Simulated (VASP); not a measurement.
An input for Quantum ESPRESSO's pw.x (written as the equivalent of a VASP run, and not itself run):

```
&CONTROL
  calculation = 'scf'
  pseudo_dir = './pseudo'
  outdir = './out'
  tprnfor = .true.
  tstress = .true.
/
&SYSTEM
  ibrav = 0
  nat = 6
  ntyp = 2
  ecutwfc = 78
  occupations = 'smearing'
  smearing = 'gaussian'
  degauss = 0.00735
  input_dft = 'pbesol'
/
&ELECTRONS
  conv_thr = 7.3e-08
  electron_maxstep = 100
/
ATOMIC_SPECIES
  Hf 178.490 Hf.upf
  Ge 72.630 Ge.upf
CELL_PARAMETERS angstrom
    -3.2580300    3.2580300    2.6205400
     3.2580300   -3.2580300    2.6205400
     3.2580300    3.2580300   -2.6205400
ATOMIC_POSITIONS crystal
  Hf   0.3442400  0.1557600  0.5000000
  Hf   0.6557600  0.8442400  0.5000000
  Hf   0.1557600  0.6557600  0.8115200
  Hf   0.8442400  0.3442400  0.1884800
  Ge   0.2500000  0.2500000  0.0000000
  Ge   0.7500000  0.7500000  0.0000000
K_POINTS automatic
  7 7 7 0 0 0
```

Question: Write the VASP files for the same calculation (PBEsol).

Answer: This is not unique; one that fits is 
INCAR:
```
LMAXMIX=6   ! l cut-off of mixed one-centre charges
LREAL=.FALSE.   ! projection in real space or not
ISMEAR=0   ! Gaussian
ALGO=Normal
SIGMA=0.1
LWAVE=.FALSE.
LASPH=.TRUE.
ENCUT=300
EDIFF=1E-6   ! SCF stop (eV)
PREC=Accurate
NELM=100   ! most electronic steps
GGA=PS   ! PBEsol
LCHARG=.FALSE.
SYSTEM=Hf2Ge
ISIF=2
```

### POSCAR
```
Hf2Ge
3.258030
 -1.0000000000   1.0000000000   0.8043326796
  1.0000000000  -1.0000000000   0.8043326796
  1.0000000000   1.0000000000  -0.8043326796
Hf Ge
4 2
direct
  0.3442400000   0.1557600000   0.5000000000
  0.6557600000   0.8442400000   0.5000000000
  0.1557600000   0.6557600000   0.8115200000
  0.8442400000   0.3442400000   0.1884800000
  0.2500000000   0.2500000000   0.0000000000
  0.7500000000   0.7500000000   0.0000000000
```

### KPOINTS
```
Automatic mesh
0
gamma
7 7 7
0 0 0
```

POTCAR, in this order: Hf_pv Ge_d (PBE.64 set). Program: vasp_std.

Limits of the translation: the potentials are each code's own (VASP's PAW set, PseudoDojo norm-conserving files in pw.x), so ENCUT and ecutwfc are chosen apart and not converted; conv_thr bounds pw.x's estimated SCF error, while EDIFF bounds the energy change between steps.

The structure comes from a computed database's Hf2Ge entry (I4/mcm); how it stands against other phases isn't given here. The cell was not relaxed at this level. The run is one of a series of settings (KPOINTS 7×7×7 Γ-centred mesh against the base run), some of them coarse on purpose.
